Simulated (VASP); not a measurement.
Level of theory: r2SCAN meta-GGA, VASP's PBE PAW potentials (set 64) (plane waves; VASP).

VASP ran on this input.

POSCAR:
```
NbTe
1.0
  0.0000000000   3.2616000000   3.2616000000
  3.2616000000   0.0000000000   3.2616000000
  3.2616000000   3.2616000000   0.0000000000
Nb Te
1 1
direct
  0.0000000000   0.0000000000   0.0000000000
  0.5000000000   0.5000000000   0.5000000000
```

INCAR:
```
! general
SYSTEM  = NbTe
PREC    = Accurate
ENCUT   = 400   ! plane-wave cut-off (eV)
LREAL   = .FALSE.   ! projection in real space or not
LASPH   = .TRUE.

! electronic loop
EDIFF   = 1E-6   ! SCF stop (eV)
NELM    = 100   ! most electronic steps
ALGO    = Normal
LMAXMIX = 4   ! l cut-off of mixed one-centre charges
LMIXTAU = .TRUE.

! smearing
ISMEAR  = 1
SIGMA   = 0.1

! functional
METAGGA = R2SCAN

! ions
IBRION  = 2
NSW     = 60
ISIF    = 3   ! ions, shape and volume
EDIFFG  = -0.01

! output
LWAVE   = .FALSE.
LCHARG  = .FALSE.
```

**KPOINTS**
```
Automatic
0
Gamma
 9 9 9
```

POTCAR, in this order: Nb_sv Te (PBE.64 set). Program: vasp_std.

The resulting files:

**OSZICAR**
```
...
DAV:   7    -0.476607920420E+02    0.71738E+00   -0.14321E+00  1128   0.953E+00    0.221E+00
DAV:   8    -0.476387651105E+02    0.22027E-01   -0.11678E-01  1283   0.296E+00    0.172E+00
DAV:   9    -0.476419428761E+02   -0.31778E-02   -0.16253E-01  1185   0.269E+00    0.694E-01
DAV:  10    -0.475823704844E+02    0.59572E-01   -0.30396E-01   995   0.441E+00    0.515E-01
DAV:  11    -0.476998892420E+02   -0.11752E+00   -0.37087E-02  1095   0.203E+00    0.418E-01
DAV:  12    -0.476977572262E+02    0.21320E-02   -0.18236E-03  1563   0.286E-01    0.454E-01
DAV:  13    -0.477427093078E+02   -0.44952E-01   -0.43460E-02  1100   0.165E+00    0.263E-01
DAV:  14    -0.477275677481E+02    0.15142E-01   -0.24874E-02  1330   0.111E+00    0.172E-01
DAV:  15    -0.477360193544E+02   -0.84516E-02   -0.26327E-03  1159   0.408E-01    0.145E-01
DAV:  16    -0.477363426092E+02   -0.32325E-03   -0.19554E-04  1627   0.750E-02    0.155E-01
DAV:  17    -0.477360044926E+02    0.33812E-03   -0.42308E-04   943   0.187E-01    0.160E-01
DAV:  18    -0.477437684538E+02   -0.77640E-02   -0.67684E-03  1153   0.631E-01    0.115E-01
DAV:  19    -0.477439175852E+02   -0.14913E-03   -0.10851E-03  1723   0.277E-01    0.195E-01
DAV:  20    -0.477440120263E+02   -0.94441E-04   -0.84835E-05  1166   0.920E-02    0.120E-01
DAV:  21    -0.477439689800E+02    0.43046E-04   -0.10394E-04  1215   0.111E-01    0.101E-01
DAV:  22    -0.477440150010E+02   -0.46021E-04   -0.19254E-05  1070   0.433E-02    0.935E-02
DAV:  23    -0.477439824264E+02    0.32575E-04   -0.15257E-05  1170   0.367E-02    0.757E-02
DAV:  24    -0.477440143096E+02   -0.31883E-04   -0.16194E-05   960   0.381E-02    0.533E-02
DAV:  25    -0.477440128308E+02    0.14789E-05   -0.24128E-06   849   0.162E-02    0.425E-02
DAV:  26    -0.477440132492E+02   -0.41843E-06   -0.89867E-07   505   0.945E-03
   1 F= -.47744013E+02 E0= -.47743507E+02  d E =-.477440E+02
       N       E                     dE             d eps       ncg     rms          rms(c)
DAV:   1    -0.103471469161E+03   -0.55727E+02   -0.16163E+03   970   0.535E+02    0.670E+01
DAV:   2    -0.548921720460E+02    0.48579E+02   -0.91605E+01  1115   0.138E+02    0.211E+01
DAV:   3    -0.487949346199E+02    0.60972E+01   -0.49028E+01  1722   0.758E+01    0.161E+01
DAV:   4    -0.486059284635E+02    0.18901E+00   -0.71672E+00  1495   0.254E+01    0.710E+00
DAV:   5    -0.489673451397E+02   -0.36142E+00   -0.14916E+00  1277   0.114E+01    0.439E+00
DAV:   6    -0.490250701306E+02   -0.57725E-01   -0.25751E+00  1507   0.179E+01    0.230E+00
DAV:   7    -0.490990633182E+02   -0.73993E-01   -0.42554E-01  1211   0.818E+00    0.121E+00
DAV:   8    -0.490690584559E+02    0.30005E-01   -0.54351E-02  1118   0.268E+00    0.860E-01
DAV:   9    -0.490910134586E+02   -0.21955E-01   -0.74282E-02  1135   0.269E+00    0.423E-01
DAV:  10    -0.490929374291E+02   -0.19240E-02   -0.12349E-02  1497   0.125E+00    0.214E-01
DAV:  11    -0.490929669613E+02   -0.29532E-04   -0.27529E-04  1114   0.149E-01    0.217E-01
DAV:  12    -0.490929552010E+02    0.11760E-04   -0.19340E-05  1671   0.412E-02    0.205E-01
DAV:  13    -0.490929186871E+02    0.36514E-04   -0.28447E-04  1255   0.184E-01    0.134E-01
DAV:  14    -0.490929383464E+02   -0.19659E-04   -0.10970E-04  1205   0.107E-01    0.357E-02
DAV:  15    -0.490929386391E+02   -0.29270E-06   -0.13526E-05  1160   0.380E-02    0.275E-02
DAV:  16    -0.490929396547E+02   -0.10157E-05   -0.15900E-05  1515   0.367E-02    0.145E-02
DAV:  17    -0.490929406092E+02   -0.95444E-06   -0.22165E-06   867   0.177E-02
   2 F= -.49092941E+02 E0= -.49091867E+02  d E =-.134893E+01
       N       E                     dE             d eps       ncg     rms          rms(c)
DAV:   1    -0.533242972940E+02   -0.42314E+01   -0.13365E+02  1105   0.173E+02    0.121E+01
DAV:   2    -0.500617438288E+02    0.32626E+01   -0.23408E+01  1480   0.577E+01    0.673E+00
DAV:   3    -0.496188924496E+02    0.44285E+00   -0.12240E+00  1211   0.979E+00    0.266E+00
DAV:   4    -0.494873594766E+02    0.13153E+00   -0.98141E-01  1518   0.801E+00    0.118E+00
DAV:   5    -0.495381949069E+02   -0.50835E-01   -0.10902E-01  1183   0.341E+00    0.737E-01
DAV:   6    -0.495525945677E+02   -0.14400E-01   -0.17863E-02  1707   0.132E+00    0.639E-01
DAV:   7    -0.495620393758E+02   -0.94448E-02   -0.35089E-02  1327   0.193E+00    0.602E-01
DAV:   8    -0.495655855499E+02   -0.35462E-02   -0.12670E-02  1018   0.140E+00    0.748E-02
DAV:   9    -0.495661767158E+02   -0.59117E-03   -0.27128E-03  1467   0.482E-01    0.475E-02
DAV:  10    -0.495663242123E+02   -0.14750E-03   -0.16930E-04  1306   0.120E-01    0.225E-02
DAV:  11    -0.495663557703E+02   -0.31558E-04   -0.37368E-05  1555   0.563E-02    0.205E-02
DAV:  12    -0.495663487497E+02    0.70206E-05   -0.10347E-05  1056   0.332E-02    0.181E-02
DAV:  13    -0.495663578119E+02   -0.90622E-05   -0.41401E-06   965   0.245E-02    0.120E-02
DAV:  14    -0.495663652101E+02   -0.73982E-05   -0.16385E-06   605   0.227E-02    0.656E-03
DAV:  15    -0.495663654530E+02   -0.24295E-06   -0.20263E-07   515   0.906E-03
   3 F= -.49566365E+02 E0= -.49565460E+02  d E =-.182235E+01
       N       E                     dE             d eps       ncg     rms          rms(c)
DAV:   1    -0.495775701768E+02   -0.11205E-01   -0.35913E-01  1105   0.876E+00    0.717E-01
DAV:   2    -0.495680342275E+02    0.95359E-02   -0.45384E-02  1160   0.264E+00    0.305E-01
DAV:   3    -0.495671554466E+02    0.87878E-03   -0.31103E-03  1490   0.634E-01    0.109E-01
DAV:   4    -0.495668647158E+02    0.29073E-03   -0.17983E-03  1588   0.335E-01    0.699E-02
DAV:   5    -0.495670222449E+02   -0.15753E-03   -0.42698E-04  1145   0.224E-01    0.481E-02
DAV:   6    -0.495671299467E+02   -0.10770E-03   -0.92503E-05  1119   0.110E-01    0.200E-02
DAV:   7    -0.495671626781E+02   -0.32731E-04   -0.11935E-04  1525   0.721E-02    0.115E-02
DAV:   8    -0.495671607497E+02    0.19283E-05   -0.73055E-06  1118   0.268E-02    0.577E-03
DAV:   9    -0.495671641528E+02   -0.34031E-05   -0.38048E-06   990   0.192E-02    0.413E-03
DAV:  10    -0.495671631414E+02    0.10114E-05   -0.64208E-07   535   0.117E-02    0.127E-03
DAV:  11    -0.495671631918E+02   -0.50407E-07   -0.81661E-08   505   0.553E-03
   4 F= -.49567163E+02 E0= -.49566262E+02  d E =-.182315E+01
       N       E                     dE             d eps       ncg     rms          rms(c)
DAV:   1    -0.495682998734E+02   -0.11367E-02   -0.38955E-02  1110   0.289E+00    0.235E-01
DAV:   2    -0.495672629440E+02    0.10369E-02   -0.50125E-03  1175   0.875E-01    0.101E-01
DAV:   3    -0.495671671195E+02    0.95825E-04   -0.33260E-04  1464   0.209E-01    0.362E-02
DAV:   4    -0.495671361478E+02    0.30972E-04   -0.20452E-04  1528   0.111E-01    0.228E-02
DAV:   5    -0.495671443162E+02   -0.81684E-05   -0.44310E-05  1125   0.728E-02    0.154E-02
DAV:   6    -0.495671539657E+02   -0.96495E-05   -0.87996E-06  1065   0.341E-02    0.694E-03
DAV:   7    -0.495671528828E+02    0.10830E-05   -0.13025E-05  1517   0.240E-02    0.379E-03
DAV:   8    -0.495671530108E+02   -0.12802E-06   -0.68177E-07   628   0.850E-03
   5 F= -.49567153E+02 E0= -.49566250E+02  d E =0.101810E-04
       N       E                     dE             d eps       ncg     rms          rms(c)
DAV:   1    -0.495675298200E+02   -0.37694E-03   -0.11931E-02  1110   0.160E+00    0.129E-01
DAV:   2    -0.495672156278E+02    0.31419E-03   -0.15218E-03  1175   0.483E-01    0.554E-02
DAV:   3    -0.495671854565E+02    0.30171E-04   -0.10247E-04  1464   0.116E-01    0.200E-02
DAV:   4    -0.495671757695E+02    0.96870E-05   -0.62466E-05  1555   0.614E-02    0.129E-02
DAV:   5    -0.495671835365E+02   -0.77670E-05   -0.14022E-05  1130   0.407E-02    0.880E-03
DAV:   6    -0.495671873676E+02   -0.38311E-05   -0.27612E-06   722   0.195E-02    0.373E-03
DAV:   7    -0.495671900501E+02   -0.26825E-05   -0.40510E-06  1257   0.133E-02    0.217E-03
DAV:   8    -0.495671900639E+02   -0.13786E-07   -0.20894E-07   500   0.504E-03
   6 F= -.49567190E+02 E0= -.49566288E+02  d E =-.268720E-04
```

**OUTCAR**
```
------------------------ aborting loop because EDIFF is reached ----------------------------------------
  FORCE on cell =-STRESS in cart. coord.  units (eV):
  Direction    XX          YY          ZZ          XY          YZ          ZX
  --------------------------------------------------------------------------------------
  Total        0.0013363      0.0013363      0.0013363      0.0000000     -0.0000000      0.0000000
  in kB        0.0466016      0.0466016      0.0466016      0.0000000     -0.0000000      0.0000000
  external PRESSURE =       0.0466016 kB  Pullay stress =       0.0000000 kB
  volume of cell :       45.94
      direct lattice vectors                 reciprocal lattice vectors
     0.000000000  2.842711353  2.842711353    -0.175888417  0.175888417  0.175888417
     2.842711353 -0.000000000  2.842711353     0.175888417 -0.175888417  0.175888417
     2.842711353  2.842711353 -0.000000000     0.175888417  0.175888417 -0.175888417
 POSITION                                       TOTAL-FORCE (eV/Angst)
 -----------------------------------------------------------------------------------
      2.84271      2.84271      5.68542         0.000000      0.000000     -0.000000
      2.84271      2.84271      2.84271        -0.000000      0.000000      0.000000
 -----------------------------------------------------------------------------------
    total drift:                                0.000000      0.000000      0.000000
  FREE ENERGIE OF THE ION-ELECTRON SYSTEM (eV)
  ---------------------------------------------------
  free  energy   TOTEN  =       -49.5671900639 eV

  energy  without entropy=      -49.5644850325  energy(sigma->0) =      -49.56628839

 reached required accuracy - stopping structural energy minimisation
```
(Selected blocks of OUTCAR.)

**CONTCAR**
```
NbTe
   1.00000000000000
     0.0000000000000000    2.8427113525965604    2.8427113525965604
     2.8427113525965604   -0.0000000000000000    2.8427113525965604
     2.8427113525965604    2.8427113525965604   -0.0000000000000000
  Nb              Te
     1     1
Direct
     1.0000000000000000    1.0000000000000000    0.0000000000000000
     0.5000000000000000    0.5000000000000000    0.5000000000000000
```

File OUTCAR:
```
 val. band max:       10.5638101416   @ k =  -0.3333   0.3333   0.1111

 cond. band min:      10.6017371365   @ k =  -0.4444   0.1111   0.0000


 Fermi energy:        10.5735267557

 k-point     1 :       0.0000    0.0000    0.0000
  band No.  band energies     occupation
      1     -47.0094      2.00000
      2     -22.4068      2.00000
      3     -22.4068      2.00000
      4     -22.4068      2.00000
      5      -3.9622      2.00000
      6       8.7572      2.00000
      7       8.7572      2.00000
      8       8.7572      2.00000
      9       9.0407      2.00000
     10       9.0407      2.00000
     11       9.0407      2.00000
     12       9.4217      2.00000
     13       9.4217      2.00000

 k-point     2 :       0.1111    0.0000    0.0000
  band No.  band energies     occupation
      1     -47.0088      2.00000
      2     -22.4169      2.00000
      3     -22.4072      2.00000
      4     -22.4072      2.00000
      5      -3.8119      2.00000
      6       7.4205      2.00000
      7       7.7074      2.00000
      8       7.7074      2.00000
      9       9.2350      2.00000
     10       9.2350      2.00000
     11       9.6874      2.00000
     12      10.6419      0.09168
     13      10.6419      0.09168

 k-point     3 :       0.2222    0.0000    0.0000
  band No.  band energies     occupation
      1     -47.0075      2.00000
      2     -22.4421      2.00000
      3     -22.4080      2.00000
      4     -22.4080      2.00000
      5      -3.3918      2.00000
      6       5.6970      2.00000
      7       6.6919      2.00000
      8       6.6919      2.00000
      9       9.6374      2.00000
     10       9.6374      2.00000
     11      10.0806      2.00000
     12      12.2807     -0.00000
     13      12.2807     -0.00000

 k-point     4 :       0.3333    0.0000    0.0000
  band No.  band energies     occupation
      1     -47.0059      2.00000
      2     -22.4705      2.00000
      3     -22.4089      2.00000
...
```

Energy and stress use the plane-wave basis of the starting cell. Unless said otherwise, spin-orbit coupling is left out, though it shifts the bands of the heavy elements here.

The structure was generated: NbTe was put into the rock salt type (Fm-3m), which need not be its known phase. This run relaxes it. Symmetry was kept, so distortions that lower it aren't found. The electron count is odd and the run is not spin-polarised, which forces a metal. VASP warned that the highest band is occupied, so more bands are needed.
